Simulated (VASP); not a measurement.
# NaFeN: hyperfine terms and field gradients, part 4 of 4

Aim: the hyperfine contact terms and the field gradients at the nuclei of NaFeN, by functional. The start is a computed cell from the Materials Project.

VASP 6.6.1, plane waves and PAW; the level of theory is named at each step.

So far. Step 2 (Local probes at LDA): The largest gradient is 83.05 V/Å², at Fe1.

### 3. Local probes at r2SCAN (continued)

Level of this step: r2SCAN, DFT+U (Fe d 8 eV), spin-polarised from a ferromagnetic start; plane waves and PAW (Fe, Na_pv, N) (VASP).

OUTCAR, selected parts (step 3):

```text
 Found     36 irreducible k-points:

   NELECT =      40.0000    total number of electrons

atom =   1  type =  1  l = 2

 onsite density matrix

spin component  1

  1.1071  0.0000  0.0000  0.0302  0.0000
  0.0000  1.0160 -0.0000 -0.0000  0.0302
  0.0000 -0.0000  0.9623  0.0000 -0.0000
  0.0302 -0.0000  0.0000  1.0160 -0.0000
  0.0000  0.0302 -0.0000 -0.0000  1.1071

spin component  2

  0.1815  0.0000  0.0000  0.0494 -0.0000
  0.0000  0.0693 -0.0000 -0.0000  0.0494
  0.0000 -0.0000  0.8202  0.0000 -0.0000
  0.0494 -0.0000  0.0000  0.0693 -0.0000
 -0.0000  0.0494 -0.0000 -0.0000  0.1815

 occupancies and eigenvectors

  o =  0.0506  v =  0.0000  0.0000  0.0000  0.0000  0.0000  0.2412 -0.6838 -0.0000 -0.6384  0.2583      0.0000  0.0000  0.0000  0.0000  0.0000  0.0000  0.0000  0.0000  0.0000  0.0000
  o =  0.0506  v =  0.0000  0.0000  0.0000  0.0000  0.0000 -0.2583 -0.6384  0.0000  0.6838  0.2412      0.0000  0.0000  0.0000  0.0000  0.0000  0.0000  0.0000  0.0000  0.0000  0.0000
  o =  0.2002  v =  0.0000  0.0000  0.0000  0.0000  0.0000 -0.6366 -0.2589  0.0000 -0.2405 -0.6854      0.0000  0.0000  0.0000  0.0000  0.0000  0.0000  0.0000  0.0000  0.0000  0.0000
  o =  0.2002  v =  0.0000  0.0000  0.0000  0.0000  0.0000  0.6854 -0.2405 -0.0000  0.2589 -0.6366      0.0000  0.0000  0.0000  0.0000  0.0000  0.0000  0.0000  0.0000  0.0000  0.0000
  o =  0.8202  v =  0.0000  0.0000  0.0000  0.0000  0.0000  0.0000 -0.0000  1.0000  0.0000 -0.0000      0.0000  0.0000  0.0000  0.0000  0.0000  0.0000  0.0000  0.0000  0.0000  0.0000
  o =  0.9623  v =  0.0000  0.0000 -1.0000 -0.0000 -0.0000  0.0000  0.0000  0.0000  0.0000  0.0000      0.0000  0.0000  0.0000  0.0000  0.0000  0.0000  0.0000  0.0000  0.0000  0.0000
  o =  1.0069  v =  0.1969 -0.6999  0.0000 -0.6534  0.2109  0.0000  0.0000  0.0000  0.0000  0.0000      0.0000  0.0000  0.0000  0.0000  0.0000  0.0000  0.0000  0.0000  0.0000  0.0000
  o =  1.0069  v =  0.2109  0.6534  0.0000 -0.6999 -0.1969  0.0000  0.0000  0.0000  0.0000  0.0000      0.0000  0.0000  0.0000  0.0000  0.0000  0.0000  0.0000  0.0000  0.0000  0.0000
  o =  1.1161  v =  0.6538  0.2108  0.0000  0.1970  0.6995  0.0000  0.0000  0.0000  0.0000  0.0000      0.0000  0.0000  0.0000  0.0000  0.0000  0.0000  0.0000  0.0000  0.0000  0.0000
  o =  1.1161  v = -0.6995  0.1970 -0.0000 -0.2108  0.6538  0.0000  0.0000  0.0000  0.0000  0.0000      0.0000  0.0000  0.0000  0.0000  0.0000  0.0000  0.0000  0.0000  0.0000  0.0000

atom =   2  type =  1  l = 2

 onsite density matrix

spin component  1

  1.1071 -0.0000  0.0000 -0.0302  0.0000
 -0.0000  1.0160  0.0000 -0.0000 -0.0302
  0.0000  0.0000  0.9623 -0.0000 -0.0000
 -0.0302 -0.0000 -0.0000  1.0160  0.0000
  0.0000 -0.0302 -0.0000  0.0000  1.1071

spin component  2

  0.1815 -0.0000  0.0000 -0.0494 -0.0000
 -0.0000  0.0693  0.0000 -0.0000 -0.0494
  0.0000  0.0000  0.8202 -0.0000 -0.0000
 -0.0494 -0.0000 -0.0000  0.0693  0.0000
 -0.0000 -0.0494 -0.0000  0.0000  0.1815

 occupancies and eigenvectors

  o =  0.0506  v =  0.0000  0.0000  0.0000  0.0000  0.0000  0.2411  0.6840 -0.0000  0.6381  0.2584      0.0000  0.0000  0.0000  0.0000  0.0000  0.0000  0.0000  0.0000  0.0000  0.0000
  o =  0.0506  v =  0.0000  0.0000  0.0000  0.0000  0.0000 -0.2584  0.6381  0.0000 -0.6840  0.2411      0.0000  0.0000  0.0000  0.0000  0.0000  0.0000  0.0000  0.0000  0.0000  0.0000
  o =  0.2002  v =  0.0000  0.0000  0.0000  0.0000  0.0000 -0.6387  0.2582  0.0000  0.2413 -0.6835      0.0000  0.0000  0.0000  0.0000  0.0000  0.0000  0.0000  0.0000  0.0000  0.0000
  o =  0.2002  v =  0.0000  0.0000  0.0000  0.0000  0.0000  0.6835  0.2413 -0.0000 -0.2582 -0.6387      0.0000  0.0000  0.0000  0.0000  0.0000  0.0000  0.0000  0.0000  0.0000  0.0000
  o =  0.8202  v =  0.0000  0.0000  0.0000  0.0000  0.0000  0.0000  0.0000  1.0000 -0.0000 -0.0000      0.0000  0.0000  0.0000  0.0000  0.0000  0.0000  0.0000  0.0000  0.0000  0.0000
  o =  0.9623  v =  0.0000 -0.0000 -1.0000  0.0000 -0.0000  0.0000  0.0000  0.0000  0.0000  0.0000      0.0000  0.0000  0.0000  0.0000  0.0000  0.0000  0.0000  0.0000  0.0000  0.0000
  o =  1.0069  v =  0.1969  0.6999  0.0000  0.6534  0.2109  0.0000  0.0000  0.0000  0.0000  0.0000      0.0000  0.0000  0.0000  0.0000  0.0000  0.0000  0.0000  0.0000  0.0000  0.0000
  o =  1.0069  v =  0.2109 -0.6534  0.0000  0.6999 -0.1969  0.0000  0.0000  0.0000  0.0000  0.0000      0.0000  0.0000  0.0000  0.0000  0.0000  0.0000  0.0000  0.0000  0.0000  0.0000
  o =  1.1161  v =  0.6537 -0.2108  0.0000 -0.1970  0.6996  0.0000  0.0000  0.0000  0.0000  0.0000      0.0000  0.0000  0.0000  0.0000  0.0000  0.0000  0.0000  0.0000  0.0000  0.0000
  o =  1.1161  v = -0.6996 -0.1970 -0.0000  0.2108  0.6537  0.0000  0.0000  0.0000  0.0000  0.0000      0.0000  0.0000  0.0000  0.0000  0.0000  0.0000  0.0000  0.0000  0.0000  0.0000

 E-fermi :   5.2345

 spin component 1
 k-point     1 :       0.0000    0.0000    0.0000
  band No.  band energies     occupation
    ...
     17      -2.9890      1.00000
     18      -2.8993      1.00000
     19      -0.5532      1.00000
     20       0.4246      1.00000
     21       3.8101      1.00000
     22       5.5588      0.00152
     23       5.5588      0.00152
     24       5.5667      0.00130
     25       5.5667      0.00130
     26       6.4507      0.00000
    ...

 k-point     2 :       0.1111   -0.0000    0.0000
  band No.  band energies     occupation
    ...
     19      -0.2968      1.00000
     20       0.7123      1.00000
     21       3.8760      1.00000
     22       4.9038      0.99866
     23       5.0924      0.94492
     24       5.3385      0.11104
     25       5.3464      0.09646
     26       6.4934      0.00000
     27       8.9067      0.00000
     28      11.8707      0.00000
    ...

 k-point     3 :       0.2222    0.0000    0.0000
  band No.  band energies     occupation
    ...
     21       3.2613      1.00000
     22       3.4812      1.00000
     23       4.7690      0.99991
     24       4.7758      0.99990
     25       4.8493      0.99955
     26       6.5577      0.00000
     27       9.8680      0.00000
     28      11.5072      0.00000
     29      13.6868      0.00000
     30      14.1875      0.00000
    ...

 k-point     4 :       0.3333   -0.0000    0.0000
  band No.  band energies     occupation
    ...
     20       1.2492      1.00000
     21       2.0451      1.00000
     22       2.5810      1.00000
     23       4.0849      1.00000
     24       4.0889      1.00000
     25       5.6694      0.00017
     26       6.5844      0.00000
     27      10.1684      0.00000
     28      11.0946      0.00000
     29      11.8108      0.00000
    ...

  Total       23.5595062     23.5595062      1.0717281     -0.0000000      0.0000000      0.0000000
  in kB      507.4344459    507.4344459     23.0833260     -0.0000000      0.0000000      0.0000000
  external PRESSURE =     345.9840726 kB  Pullay stress =       0.0000000 kB

 POSITION                                       TOTAL-FORCE (eV/Angst)
 -----------------------------------------------------------------------------------
      0.00000      0.00000      0.17581         0.000000      0.000000     -0.833291
      0.00000      0.00000      5.01460        -0.000000      0.000000     -0.833291
     -0.00000      1.72004      2.52285        -0.000000      0.000000     -0.503441
      1.48960      0.86002      7.36165         0.000000     -0.000000     -0.503441
      1.48960      0.86002      0.63663        -0.000000      0.000000      1.336732
     -0.00000      1.72004      5.47542        -0.000000      0.000000      1.336732
 -----------------------------------------------------------------------------------
    total drift:                               -0.000000     -0.000000      0.031202

  FREE ENERGIE OF THE ION-ELECTRON SYSTEM (eV)
  ---------------------------------------------------
  free  energy   TOTEN  =       -45.7900937499 eV

  energy  without entropy=      -45.7851272799  energy(sigma->0) =      -45.78761051

 Electric field gradients after diagonalization (V/A^2)
 (convention: |V_zz| > |V_xx| > |V_yy|)
----------------------------------------------------------------------
 ion       V_xx      V_yy      V_zz     asymmetry (V_yy - V_xx)/ V_zz
----------------------------------------------------------------------
   1     -46.163   -46.160    92.323       0.000
   2     -46.163   -46.160    92.323       0.000
   3      10.656    10.654   -21.311       0.000
   4      10.656    10.654   -21.311       0.000
   5     -29.999   -29.996    59.995       0.000
   6     -29.999   -29.996    59.995       0.000
----------------------------------------------------------------------

 Fermi contact (isotropic) hyperfine coupling parameter (MHz)
 -------------------------------------------------------------
  ion      A_pw      A_1PS     A_1AE     A_1c      A_tot
 -------------------------------------------------------------
   1      10.968    10.972    10.946    -6.988    10.942
   2      10.968    10.972    10.946    -6.988    10.942
   3      -0.005    -0.005     0.548    -0.008     0.548
   4      -0.005    -0.005     0.548    -0.008     0.548
   5       0.197     0.199     1.158    -0.215     1.157
   6       0.197     0.199     1.158    -0.215     1.157
 -------------------------------------------------------------

 Total hyperfine coupling parameters after diagonalization (MHz)
 (convention: |A_zz| > |A_xx| > |A_yy|)
 ----------------------------------------------------------------------
  ion      A_xx      A_yy      A_zz     asymmetry (A_yy - A_xx)/ A_zz
 ----------------------------------------------------------------------
   1      12.874     7.077    12.874      -0.450
   2      12.874     7.077    12.874      -0.450
   3       0.485     0.485     0.673      -0.000
   4       0.485     0.485     0.673      -0.000
   5       1.356     0.759     1.356      -0.440
   6       1.356     0.759     1.356      -0.440
 ---------------------------------------------------------------------

 total charge
# of ion       s       p       d       tot
------------------------------------------
    1        0.577   0.813   6.477   7.867
    2        0.577   0.813   6.477   7.867
    3        0.091   6.003   0.000   6.094
    4        0.091   6.003   0.000   6.094
    5        1.275   2.606   0.000   3.881
    6        1.275   2.606   0.000   3.881
--------------------------------------------------
tot          3.886  18.844  12.955  35.685

 magnetization (x)
# of ion       s       p       d       tot
------------------------------------------
    1        0.049   0.095   3.867   4.010
    2        0.049   0.095   3.867   4.010
    3        0.006  -0.001   0.000   0.005
    4        0.006  -0.001   0.000   0.005
    5        0.008   0.075   0.000   0.083
    6        0.008   0.075   0.000   0.083
--------------------------------------------------
tot          0.127   0.336   7.733   8.196

[... 9 parts as in an earlier step ...]

[... 9 further parts left out ...]
```

The PAW data sets were made with PBE, which is usual practice but a small mismatch for other functionals.

Numbers from this step:

```yaml
free_energy_toten: -45.79 eV
energy_at_zero_smearing: -45.79 eV
fermi_energy: 5.234 eV
pressure: 34.60 GPa
moment_of_the_cell_from_the_last_line_of_the_log: 8 μB
```

Spin moment in the PAW sphere by atom:

```csv
atom,spin moment in the PAW sphere (μB)
Fe1,4.01
Fe2,4.01
Na3,0.01
Na4,0.01
N5,0.08
N6,0.08
```

For a gyromagnetic ratio of 1 MHz/T at every nucleus. The program has divided the terms by the spin of the whole cell, so they fall as a cell holds more magnetic ions. A_tot leaves out the core's term, which the program lists beside it. Hyperfine Fermi contact, by row:

```csv
atom,A_tot (MHz),core term A_1c (MHz),"contact term, their sum (MHz)"
Fe1,10.94,-6.988,3.954
Fe2,10.94,-6.988,3.954
Na3,0.548,-0.008,0.54
Na4,0.548,-0.008,0.54
N5,1.157,-0.215,0.942
N6,1.157,-0.215,0.942
```

Ordered as |Vzz| ≥ |Vxx| ≥ |Vyy|, the program's way. Electric field gradients, by row:

```csv
atom,Vxx (V/Å²),Vyy (V/Å²),Vzz (V/Å²),asymmetry
Fe1,-46.16,-46.16,92.32,0
Fe2,-46.16,-46.16,92.32,0
Na3,10.66,10.65,-21.31,0
Na4,10.66,10.65,-21.31,0
N5,-30,-30,59.99,0
N6,-30,-30,59.99,0
```

The largest gradient is 92.32 V/Å², at Fe1.

### 4. Summary

This step: electric field gradients, LDA, r2SCAN; plane waves and PAW (VASP 6.6.1).

No new run; the numbers come from the runs before.

Cost is wall time times ranks on a shared host. EFG, by row:

```csv
functional,Vzz Fe1 (V/Å²),Vzz Fe2 (V/Å²),Vzz Na3 (V/Å²),Vzz Na4 (V/Å²),Vzz N5 (V/Å²),Vzz N6 (V/Å²),cost (core minutes)
LDA,83.05,83.05,-19.09,-19.09,39.03,39.03,9.13
r2SCAN,92.32,92.32,-21.31,-21.31,59.99,59.99,10.27
```

### 5. What came out

```yaml
lda: largest |Vzz| 83.1 V/Å²
r2scan: largest |Vzz| 92.3 V/Å²
```

What this shows: The largest field gradient is that at Fe1, Vzz = 83.1 V/Å² at LDA, with an asymmetry of 0.00. On that site the functionals span 83.1 to 92.3 V/Å², at costs of 9.1 to 10 core minutes. The Hubbard term of the inputs acts at every level. The largest contact term, with the core's share, for a gyromagnetic ratio of 1 MHz/T and divided by the spin of the whole cell: 1.12 MHz on N5 at LDA and 3.95 MHz on Fe1 at r2SCAN. At magnetic ions the core's share is large and depends on the functional. The values belong to the ordered state computed here. For isotopes with a quadrupole moment, the coupling follows from Vzz times that moment. Kohn-Sham core levels are too shallow against measured binding energies; only differences between inequivalent sites of one element, where there are any, carry meaning. The given cell is kept, although it stands at +22.6 GPa at LDA and ENCUT = 560 eV, which holds the mismatch of the given cell with this functional, any error of the entry itself and any basis-set error. The atoms weren't relaxed and carry forces of up to 0.92 eV/Å at LDA, so the numbers belong to the given coordinates, and a relaxation would change them. So large a force or stress means that the given cell is far from the equilibrium of this level, whether by faulty coordinates, another magnetic state or phase, or the functional; the values can't be taken for those of the compound at rest. All of it rests on one ferromagnetic start, which may not be the order of the real compound, and on the typed U. Not tabulated here, as repeats of values shown or as unfit to read for their mesh, reference level or band range: hyperfine terms (local probes).

[Lines on the potential files, build, host, timing and source positions are cut from VASP's logs without a mark.]

[Logs are printed without paths, hosts, clocks, repeated set-up lines and the standing remarks that a program may print on its own settings, such as how far it seeks lower states.]

[Hosts, paths, dates, database ids (printed as entryN), source tags and the programs' standing remarks are cut or masked in the printed files.]
